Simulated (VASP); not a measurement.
# WS2 (Tungstenite): what each functional gives, and what it costs, part 3 of 6

Aim: the band gap of WS2 (Tungstenite) at many levels of theory on one cell, with the cost of each. The start is a cell from a database of measured crystal structures.

VASP 6.6.1, plane waves and PAW; the level of theory is named at each step.

Still holding for the runs below: Spin-orbit coupling is off here; with elements this heavy it splits and shifts levels by tenths of an eV or more.

So far, least gap on mesh and path (eV): step 2 (bands, level LDA, k 5×5×2) 0.913; step 3 (bands, level PBEsol, k 5×5×2) 0.949; step 4 (bands, level PBE, k 5×5×2) 0.995.

### Step 5. Bands with r2SCAN, k 5×5×2

This step: r2SCAN; plane waves and PAW (W, S) (VASP 6.6.1).

r2SCAN adds the kinetic-energy density, costs more than a GGA and is run with LASPH.

Input file INCAR:

```
SYSTEM = WS2
PREC = Accurate
ENCUT = 400
EDIFF = 1E-06
NELM = 100
ISMEAR = 0
SIGMA = 0.02
LREAL = .FALSE.
ALGO = Normal
METAGGA = R2SCAN
LASPH = .TRUE.
NBANDS = 34
LORBIT = 11
LWAVE = .FALSE.
LCHARG = .FALSE.
KPAR = 4
NCORE = 2
```

Input file POSCAR:

```
WS2
1.0
    3.1532000000      0.0000000000      0.0000000000
   -1.5766000000      2.7307513032      0.0000000000
    0.0000000000      0.0000000000     12.3230000000
W S
2 4
Direct
    0.3333333333      0.6666666667      0.2500000000
    0.6666666667      0.3333333333      0.7500000000
    0.3333333333      0.6666666667      0.6225000000
    0.6666666667      0.3333333333      0.1225000000
    0.3333333333      0.6666666667      0.8775000000
    0.6666666667      0.3333333333      0.3775000000
```

Input file KPOINTS:

```
Automatic mesh
0
Gamma
5 5 2
0 0 0
```

Input file KPOINTS_OPT:

```
Line mode
16
Line-mode
Reciprocal
  0.00000000   0.00000000   0.00000000 GAMMA
  0.50000000   0.00000000   0.00000000 M

  0.50000000   0.00000000   0.00000000 M
  0.33333333   0.33333333   0.00000000 K

  0.33333333   0.33333333   0.00000000 K
  0.00000000   0.00000000   0.00000000 GAMMA

  0.00000000   0.00000000   0.00000000 GAMMA
  0.00000000   0.00000000   0.50000000 A

  0.00000000   0.00000000   0.50000000 A
  0.50000000   0.00000000   0.50000000 L

  0.50000000   0.00000000   0.50000000 L
  0.33333333   0.33333333   0.50000000 H

  0.33333333   0.33333333   0.50000000 H
  0.00000000   0.00000000   0.50000000 A

  0.50000000   0.00000000   0.50000000 L
  0.50000000   0.00000000   0.00000000 M

  0.33333333   0.33333333   0.00000000 K
  0.33333333   0.33333333   0.50000000 H
```

PAW data sets: W and S (PBE family, release 64).

The run is started by

```bash
$ mpirun -np 8 vasp_std
```

Numbers of over 12 decimals in the logs are rounded to 6 here.

The log of the run:

```text
[banner, memory and clock lines left out]
running    8 mpi-ranks, on    1 nodes
[...]
[... a notice as in an earlier step ...]

 LDA part: xc-table for (None), standard interpolation
 POSCAR, INCAR and KPOINTS ok, starting setup
[...]
entering main loop
       N       E                     dE             d eps       ncg     rms          rms(c)
DAV:   1     0.454164350068E+02    0.45416E+02   -0.13858E+04   680   0.786E+02
DAV:   2    -0.135350411071E+03   -0.18077E+03   -0.16965E+03   836   0.202E+02
DAV:   3    -0.146872797005E+03   -0.11522E+02   -0.11360E+02   888   0.501E+01
DAV:   4    -0.147027216653E+03   -0.15442E+00   -0.15420E+00   888   0.656E+00
[...]
DAV:  12    -0.140298058352E+03   -0.35287E-04   -0.40269E-04   846   0.113E-01    0.715E-02
DAV:  13    -0.140298058918E+03   -0.56639E-06   -0.70300E-05   838   0.463E-02    0.468E-02
DAV:  14    -0.140298058529E+03    0.38896E-06   -0.58265E-06   786   0.116E-02
   1 F= -.14029806E+03 E0= -.14029806E+03  d E =-.276912E-23
 Start KPOINTS_OPT (optional k-point list driver)
k-point batch [1-10\144]
       N       E                     dE             ncg
DAV:   1     0.211896878092E+04   -0.50298E+03      680
DAV:   2     0.172028365676E+03   -0.19469E+04      904
DAV:   3     0.560795104717E+02   -0.11595E+03      856
DAV:   4     0.544630028648E+02   -0.16165E+01      896
DAV:   5     0.544313728632E+02   -0.31630E-01      880
DAV:   6     0.544305117715E+02   -0.86109E-03      920
DAV:   7     0.544304874213E+02   -0.24350E-04      880
DAV:   8     0.544304866696E+02   -0.75178E-06      640
[...]
k-point batch [141-144\144]
       N       E                     dE             ncg
DAV:   1     0.882817329106E+04   -0.45449E+04      272
DAV:   2     0.814854087041E+04   -0.67963E+03      314
DAV:   3     0.810739943122E+04   -0.41141E+02      326
DAV:   4     0.810683659684E+04   -0.56283E+00      320
DAV:   5     0.810682833169E+04   -0.82651E-02      360
DAV:   6     0.810682819843E+04   -0.13326E-03      328
DAV:   7     0.810682819526E+04   -0.31669E-05      344
DAV:   8     0.810682819519E+04   -0.69632E-07      224
```

The job ended after 2.2 min (8 MPI ranks of AMD EPYC 7R43, shared host; peak memory 1.4 GiB).

Parts of OUTCAR (step 5):

```text
  Total        1.4065893      1.4065893      0.3643019      0.0000000     -0.0000000      0.0000000
  in kB       21.2386931     21.2386931      5.5007495      0.0000000     -0.0000000      0.0000000
  external PRESSURE =      15.9927119 kB  Pullay stress =       0.0000000 kB

 POSITION                                       TOTAL-FORCE (eV/Angst)
 -----------------------------------------------------------------------------------
     -0.00000      1.82050      3.08075        -0.000000      0.000000      0.000000
      1.57660      0.91025      9.24225         0.000000     -0.000000      0.000000
     -0.00000      1.82050      7.67107         0.000000      0.000000      0.208412
      1.57660      0.91025      1.50957        -0.000000     -0.000000      0.208412
     -0.00000      1.82050     10.81343         0.000000     -0.000000     -0.208412
      1.57660      0.91025      4.65193        -0.000000     -0.000000     -0.208412
 -----------------------------------------------------------------------------------
    total drift:                               -0.000000      0.000000     -0.000000

  FREE ENERGIE OF THE ION-ELECTRON SYSTEM (eV)
  ---------------------------------------------------
  free  energy   TOTEN  =      -140.2980585291 eV

  energy  without entropy=     -140.2980585291  energy(sigma->0) =     -140.29805853

[... 2 parts as in an earlier step ...]

[... 1 further part left out ...]
[key lines of the parts left out:]
E-fermi :   6.3875
```

The electronic bands at the labelled points (eV, zero at the valence-band top; v1 is the highest filled band, c1 the lowest empty one):

```csv
point,v4,v3,v2,v1,c1,c2,c3,c4
Γ,-2.30,-1.60,-1.25,0.00,2.48,2.48,2.50,2.50
0.47 of the way,-2.67,-1.89,-1.56,-1.43,1.49,1.98,2.22,2.41
M,-2.08,-1.86,-1.77,-1.59,2.42,2.46,2.72,3.02
0.47 of the way,-3.16,-2.77,-1.29,-1.03,2.09,2.21,2.94,2.99
K,-3.10,-3.10,-0.77,-0.56,1.41,1.41,2.19,3.45
0.47 of the way,-2.25,-2.08,-1.60,-1.57,1.10,2.00,2.30,2.42
Γ,-2.30,-1.60,-1.25,0.00,2.48,2.48,2.50,2.50
0.47 of the way,-2.31,-2.16,-0.80,-0.07,2.48,2.48,2.48,2.48
A,-2.33,-2.33,-0.33,-0.33,2.47,2.47,2.47,2.47
0.47 of the way,-2.40,-2.40,-1.44,-1.44,1.90,1.90,2.09,2.09
L,-1.97,-1.97,-1.67,-1.67,2.44,2.44,2.89,2.89
0.47 of the way,-3.03,-3.03,-1.15,-1.15,2.16,2.16,3.00,3.00
H,-3.28,-3.28,-0.68,-0.68,1.41,1.41,2.74,2.74
0.47 of the way,-2.22,-2.22,-1.59,-1.59,1.51,1.51,2.43,2.43
A,-2.33,-2.33,-0.33,-0.33,2.47,2.47,2.47,2.47
jump to L,-1.97,-1.97,-1.67,-1.67,2.44,2.44,2.89,2.89
0.53 of the way,-2.05,-1.89,-1.74,-1.61,2.42,2.46,2.77,2.99
M,-2.08,-1.86,-1.77,-1.59,2.42,2.46,2.72,3.02
jump to K,-3.10,-3.10,-0.77,-0.56,1.41,1.41,2.19,3.45
0.47 of the way,-3.17,-3.17,-0.75,-0.59,1.41,1.41,2.33,3.24
H,-3.28,-3.28,-0.68,-0.68,1.41,1.41,2.74,2.74
```

The largest weight of each band there:

```csv
point,v4,v3,v2,v1,c1,c2,c3,c4
Γ,W 0.59,S 0.90,W 0.86,W 0.73,W 0.56,W 0.56,W 0.54,W 0.54
M,S 0.80,S 0.79,W 0.72,W 0.77,W 0.98,W 0.97,W 0.91,W 0.91
K,S 0.65,S 0.65,W 0.84,W 0.81,W 0.95,W 0.95,W 0.82,W 0.75
Γ,W 0.59,S 0.90,W 0.86,W 0.73,W 0.56,W 0.56,W 0.54,W 0.54
A,W 0.59,W 0.59,W 0.69,W 0.69,W 0.54,W 0.54,W 0.54,W 0.54
L,S 0.80,S 0.80,W 0.74,W 0.74,W 0.98,W 0.98,W 0.91,W 0.91
```

The gap is 1.10 eV, indirect, from Γ to a point between the labelled ones. Against LDA that is +0.19 eV; this run took 3.0 times the core time.

### Step 6. Bands with TB-mBJ, k 5×5×2

This step: TB-mBJ; plane waves and PAW (W, S) (VASP 6.6.1).

TB-mBJ is a local potential fitted to gaps: it costs far less than a hybrid but gives no energy.

INCAR, as its differences from that of step 5:

```diff
@@ -4,3 +4,3 @@
 EDIFF = 1E-06
-NELM = 100
+NELM = 150
 ISMEAR = 0
@@ -9,3 +9,3 @@
 ALGO = Normal
-METAGGA = R2SCAN
+METAGGA = MBJ
 LASPH = .TRUE.
```

POSCAR is that of step 5.

KPOINTS is that of step 5.

KPOINTS_OPT is that of step 5.

The run is started by

```bash
$ mpirun -np 8 vasp_std
```

The log of the run:

```text
[... set-up lines as in an earlier step ...]
 entering main loop
       N       E                     dE             d eps       ncg     rms          rms(c)
DAV:   1     0.195400315273E+04    0.19540E+04   -0.13386E+04   680   0.762E+02
DAV:   2     0.177727333180E+04   -0.17673E+03   -0.16641E+03   836   0.197E+02
DAV:   3     0.176651922949E+04   -0.10754E+02   -0.10613E+02   872   0.469E+01
DAV:   4     0.176639909645E+04   -0.12013E+00   -0.11998E+00   896   0.553E+00
[...]
DAV:  59     0.177979704084E+04   -0.31175E-05   -0.32511E-11   340   0.404E-05    0.989E-05
DAV:  60     0.177979703598E+04   -0.48610E-05   -0.32432E-11   340   0.302E-05    0.650E-05
DAV:  61     0.177979703523E+04   -0.74837E-06   -0.12974E-11   340   0.195E-05
   1 F= 0.17797970E+04 E0= 0.17797970E+04  d E =-.116829E-14
 Start KPOINTS_OPT (optional k-point list driver)
k-point batch [1-10\144]
       N       E                     dE             ncg
DAV:   1     0.219065936859E+04   -0.43129E+03      680
DAV:   2     0.286985231611E+03   -0.19037E+04      904
DAV:   3     0.180034069962E+03   -0.10695E+03      840
DAV:   4     0.178841883225E+03   -0.11922E+01      880
DAV:   5     0.178824768776E+03   -0.17114E-01      864
DAV:   6     0.178824392221E+03   -0.37655E-03      912
DAV:   7     0.178824383040E+03   -0.91817E-05      856
DAV:   8     0.178824382799E+03   -0.24073E-06      624
[...]
k-point batch [141-144\144]
       N       E                     dE             ncg
DAV:   1     0.886219788892E+04   -0.45108E+04      272
DAV:   2     0.819603541590E+04   -0.66616E+03      312
DAV:   3     0.815822473554E+04   -0.37811E+02      328
DAV:   4     0.815779673856E+04   -0.42800E+00      304
DAV:   5     0.815779051352E+04   -0.62250E-02      368
DAV:   6     0.815779045212E+04   -0.61402E-04      320
DAV:   7     0.815779045089E+04   -0.12261E-05      352
DAV:   8     0.815779045087E+04   -0.22299E-07      224
```

Run time: 88 s. Hardware: 8 MPI ranks; peak memory 1.5 GiB; 12 min of CPU time.

From OUTCAR (step 6):

```text
  Total       55.2791585     55.2791585     45.1844879      0.0000000     -0.0000000      0.0000000
  in kB      834.6836181    834.6836181    682.2598767      0.0000000     -0.0000000      0.0000000
  external PRESSURE =     783.8757043 kB  Pullay stress =       0.0000000 kB

 POSITION                                       TOTAL-FORCE (eV/Angst)
 -----------------------------------------------------------------------------------
     -0.00000      1.82050      3.08075        -0.000000      0.000000      0.000000
      1.57660      0.91025      9.24225         0.000000     -0.000000      0.000000
     -0.00000      1.82050      7.67107        -0.000000      0.000000      1.232973
      1.57660      0.91025      1.50957         0.000000     -0.000000      1.232973
     -0.00000      1.82050     10.81343        -0.000000      0.000000     -1.232973
      1.57660      0.91025      4.65193         0.000000      0.000000     -1.232973
 -----------------------------------------------------------------------------------
    total drift:                               -0.000000      0.000000     -0.000000

  FREE ENERGIE OF THE ION-ELECTRON SYSTEM (eV)
  ---------------------------------------------------
  free  energy   TOTEN  =      1779.7970352293 eV

  energy  without entropy=     1779.7970352293  energy(sigma->0) =     1779.79703523

[... 2 parts as in an earlier step ...]

[... 1 further part left out ...]
[key lines of the parts left out:]
E-fermi :   6.5457
```

This functional is a potential without an energy, so its energies, forces and stress mean nothing and are not read.

Electronic bands along the path, in eV, zero at the valence-band top; v1 is the highest filled band, c1 the lowest empty one:

```csv
point,v4,v3,v2,v1,c1,c2,c3,c4
Γ,-2.37,-1.71,-1.08,0.00,2.43,2.43,2.51,2.51
0.47 of the way,-2.68,-1.95,-1.43,-1.32,1.59,1.99,2.19,2.40
M,-2.12,-1.94,-1.64,-1.48,2.42,2.46,2.84,3.03
0.47 of the way,-3.12,-2.79,-1.18,-0.97,2.12,2.23,3.02,3.14
K,-3.10,-3.10,-0.66,-0.50,1.47,1.47,2.50,3.45
0.47 of the way,-2.31,-2.13,-1.51,-1.47,1.25,2.02,2.31,2.54
Γ,-2.37,-1.71,-1.08,0.00,2.43,2.43,2.51,2.51
0.47 of the way,-2.38,-2.15,-0.75,-0.07,2.45,2.45,2.50,2.50
A,-2.40,-2.40,-0.32,-0.32,2.47,2.47,2.47,2.47
0.47 of the way,-2.41,-2.41,-1.34,-1.34,1.96,1.96,2.08,2.08
L,-2.03,-2.03,-1.55,-1.55,2.44,2.44,2.95,2.95
0.47 of the way,-3.00,-3.00,-1.06,-1.06,2.17,2.17,3.04,3.04
H,-3.26,-3.26,-0.59,-0.59,1.47,1.47,2.96,2.96
0.47 of the way,-2.26,-2.26,-1.49,-1.49,1.61,1.61,2.44,2.44
A,-2.40,-2.40,-0.32,-0.32,2.47,2.47,2.47,2.47
jump to L,-2.03,-2.03,-1.55,-1.55,2.44,2.44,2.95,2.95
0.53 of the way,-2.10,-1.96,-1.61,-1.50,2.42,2.45,2.87,3.01
M,-2.12,-1.94,-1.64,-1.48,2.42,2.46,2.84,3.03
jump to K,-3.10,-3.10,-0.66,-0.50,1.47,1.47,2.50,3.45
0.47 of the way,-3.16,-3.16,-0.64,-0.52,1.47,1.47,2.61,3.38
H,-3.26,-3.26,-0.59,-0.59,1.47,1.47,2.96,2.96
```

The largest weight of each band there:

```csv
point,v4,v3,v2,v1,c1,c2,c3,c4
Γ,W 0.58,S 0.91,W 0.85,W 0.72,S 0.55,S 0.55,W 0.57,W 0.57
M,S 0.81,S 0.79,W 0.73,W 0.77,W 0.98,W 0.97,W 0.92,W 0.92
K,S 0.67,S 0.67,W 0.85,W 0.82,W 0.96,W 0.96,W 0.80,W 0.81
Γ,W 0.58,S 0.91,W 0.85,W 0.72,S 0.55,S 0.55,W 0.57,W 0.57
A,W 0.57,W 0.57,W 0.70,W 0.70,W 0.52,W 0.52,W 0.52,W 0.52
L,S 0.80,S 0.80,W 0.75,W 0.75,W 0.97,W 0.97,W 0.92,W 0.92
```

The gap is 1.25 eV, indirect, from Γ to a point between the labelled ones. Against LDA that is +0.34 eV; this run took 2.0 times the core time.

### Step 7. Bands with BLYP, k 5×5×2

This step: BLYP; plane waves and PAW (W, S) (VASP 6.6.1).

BLYP comes from molecular chemistry and underbinds dense solids.

Input file INCAR:

```
SYSTEM = WS2
PREC = Accurate
ENCUT = 400
EDIFF = 1E-06
NELM = 100
ISMEAR = 0
SIGMA = 0.02
LREAL = .FALSE.
ALGO = Normal
GGA = B5
ALDAX = 1
AGGAX = 1
AGGAC = 1
ALDAC = 0
NBANDS = 34
LASPH = .TRUE.
LORBIT = 11
LWAVE = .FALSE.
LCHARG = .FALSE.
KPAR = 4
NCORE = 2
```

POSCAR is that of step 6.

KPOINTS is that of step 6.

KPOINTS_OPT is that of step 6.

The run is started by

```bash
$ mpirun -np 8 vasp_std
```

The log of the run:

```text
[banner, memory and clock lines left out]
running    8 mpi-ranks, on    1 nodes
[...]
[... a notice as in an earlier step ...]

 LDA part: xc-table for (Slater(with rela. corr.)+VWN5), standard interpolation
 POSCAR, INCAR and KPOINTS ok, starting setup
[...]
entering main loop
       N       E                     dE             d eps       ncg     rms          rms(c)
DAV:   1     0.146538725569E+03    0.14654E+03   -0.13505E+04   680   0.762E+02
DAV:   2    -0.331108411751E+02   -0.17965E+03   -0.16905E+03   836   0.198E+02
DAV:   3    -0.445946845104E+02   -0.11484E+02   -0.11326E+02   880   0.491E+01
DAV:   4    -0.447541433744E+02   -0.15946E+00   -0.15924E+00   888   0.648E+00
[...]
DAV:  15    -0.416308705119E+02    0.15709E-04   -0.13914E-05   770   0.175E-02    0.902E-02
DAV:  16    -0.416308660541E+02    0.44578E-05   -0.47123E-06   774   0.808E-03    0.562E-02
DAV:  17    -0.416308650583E+02    0.99582E-06   -0.35450E-07   394   0.260E-03
   1 F= -.41630865E+02 E0= -.41630865E+02  d E =-.126455E-20
 Start KPOINTS_OPT (optional k-point list driver)
k-point batch [1-10\144]
       N       E                     dE             ncg
DAV:   1     0.236693561496E+04   -0.25501E+03      680
DAV:   2     0.487445677029E+03   -0.18795E+04      904
DAV:   3     0.372420127853E+03   -0.11503E+03      856
DAV:   4     0.370749548212E+03   -0.16706E+01      896
DAV:   5     0.370714713351E+03   -0.34835E-01      880
DAV:   6     0.370713731050E+03   -0.98230E-03      928
DAV:   7     0.370713701741E+03   -0.29309E-04      880
DAV:   8     0.370713700729E+03   -0.10125E-05      704
DAV:   9     0.370713700649E+03   -0.79476E-07      624
[...]
k-point batch [141-144\144]
       N       E                     dE             ncg
DAV:   1     0.893840916841E+04   -0.44346E+04      272
DAV:   2     0.827937221994E+04   -0.65904E+03      314
DAV:   3     0.823821387056E+04   -0.41158E+02      342
DAV:   4     0.823763131914E+04   -0.58255E+00      336
DAV:   5     0.823762236465E+04   -0.89545E-02      360
DAV:   6     0.823762220818E+04   -0.15647E-03      320
DAV:   7     0.823762220411E+04   -0.40784E-05      360
DAV:   8     0.823762220401E+04   -0.97767E-07      216
```

Run time: 59 s. Hardware: 8 MPI ranks; peak memory 1.4 GiB.

From OUTCAR (step 7):

```text
  Total        8.5269417      8.5269417      6.8726716      0.0000000      0.0000000      0.0000000
  in kB      128.7519329    128.7519329    103.7734031      0.0000000      0.0000000      0.0000000
  external PRESSURE =     120.4257563 kB  Pullay stress =       0.0000000 kB

 POSITION                                       TOTAL-FORCE (eV/Angst)
 -----------------------------------------------------------------------------------
     -0.00000      1.82050      3.08075        -0.000000      0.000000     -0.000000
      1.57660      0.91025      9.24225         0.000000     -0.000000     -0.000000
     -0.00000      1.82050      7.67107        -0.000000      0.000000     -0.512064
      1.57660      0.91025      1.50957         0.000000     -0.000000     -0.512064
     -0.00000      1.82050     10.81343        -0.000000      0.000000      0.512064
      1.57660      0.91025      4.65193         0.000000     -0.000000      0.512064
 -----------------------------------------------------------------------------------
    total drift:                               -0.000000      0.000000     -0.000000

  FREE ENERGIE OF THE ION-ELECTRON SYSTEM (eV)
  ---------------------------------------------------
  free  energy   TOTEN  =       -41.6308650583 eV

  energy  without entropy=      -41.6308650583  energy(sigma->0) =      -41.63086506

[... 2 parts as in an earlier step ...]

[... 1 further part left out ...]
[key lines of the parts left out:]
E-fermi :   6.9470
```

At this level the cell is under a pressure of 12.0 GPa, so at these settings it is away from equilibrium.

The electronic bands at the labelled points (eV, zero at the valence-band top; v1 is the highest filled band, c1 the lowest empty one):

```csv
point,v4,v3,v2,v1,c1,c2,c3,c4
Γ,-2.19,-1.48,-1.19,0.00,2.34,2.34,2.34,2.34
0.47 of the way,-2.50,-1.76,-1.48,-1.36,1.37,1.85,2.08,2.28
M,-1.92,-1.72,-1.59,-1.44,2.26,2.30,2.59,2.86
0.47 of the way,-2.99,-2.59,-1.20,-0.96,1.97,2.08,2.81,2.82
K,-2.92,-2.92,-0.73,-0.54,1.32,1.32,2.10,3.29
0.47 of the way,-2.09,-1.94,-1.53,-1.50,1.01,1.87,2.15,2.26
Γ,-2.19,-1.48,-1.19,0.00,2.34,2.34,2.34,2.34
0.47 of the way,-2.19,-2.03,-0.75,-0.06,2.33,2.33,2.33,2.33
A,-2.21,-2.21,-0.31,-0.31,2.33,2.33,2.33,2.33
0.47 of the way,-2.24,-2.24,-1.36,-1.36,1.77,1.77,1.96,1.96
L,-1.82,-1.82,-1.50,-1.50,2.28,2.28,2.74,2.74
0.47 of the way,-2.85,-2.85,-1.07,-1.07,2.03,2.03,2.84,2.84
H,-3.11,-3.11,-0.64,-0.64,1.32,1.32,2.62,2.62
0.47 of the way,-2.06,-2.06,-1.51,-1.51,1.40,1.40,2.27,2.27
A,-2.21,-2.21,-0.31,-0.31,2.33,2.33,2.33,2.33
jump to L,-1.82,-1.82,-1.50,-1.50,2.28,2.28,2.74,2.74
0.53 of the way,-1.90,-1.75,-1.57,-1.45,2.26,2.29,2.63,2.84
M,-1.92,-1.72,-1.59,-1.44,2.26,2.30,2.59,2.86
jump to K,-2.92,-2.92,-0.73,-0.54,1.32,1.32,2.10,3.29
0.47 of the way,-2.99,-2.99,-0.71,-0.57,1.32,1.32,2.23,3.09
H,-3.11,-3.11,-0.64,-0.64,1.32,1.32,2.62,2.62
```

The largest weight of each band there:

```csv
point,v4,v3,v2,v1,c1,c2,c3,c4
Γ,W 0.60,S 0.90,W 0.86,W 0.73,W 0.56,W 0.56,S 0.57,S 0.57
M,S 0.81,S 0.79,W 0.71,W 0.76,W 0.98,W 0.97,W 0.91,W 0.91
K,S 0.65,S 0.65,W 0.85,W 0.82,W 0.95,W 0.95,W 0.81,W 0.74
Γ,W 0.60,S 0.90,W 0.86,W 0.73,W 0.56,W 0.56,S 0.57,S 0.57
A,W 0.59,W 0.59,W 0.69,W 0.69,W 0.54,W 0.54,W 0.54,W 0.54
L,S 0.80,S 0.80,W 0.73,W 0.73,W 0.97,W 0.97,W 0.91,W 0.91
```

The gap is 1.01 eV, indirect, from Γ to a point between the labelled ones. Against LDA that is +0.10 eV; this run took 1.3 times the core time.

(Continued in part 4 of 6.)

[Lines on the potential files, build, host, timing and source positions are cut from VASP's logs without a mark.]

[Logs are printed without paths, hosts, clocks, repeated set-up lines and the standing remarks that a program may print on its own settings, such as how far it seeks lower states.]

[Hosts, paths, dates, database ids (printed as entryN), source tags and the programs' standing remarks are cut or masked in the printed files.]

[Measured values are set beside computed ones only where the two were judged alike; some that the calculation misses by far are left out.]

[In band tables of VASP the shares of atoms and orbitals are scaled to a sum of 1 inside the atoms' spheres.]
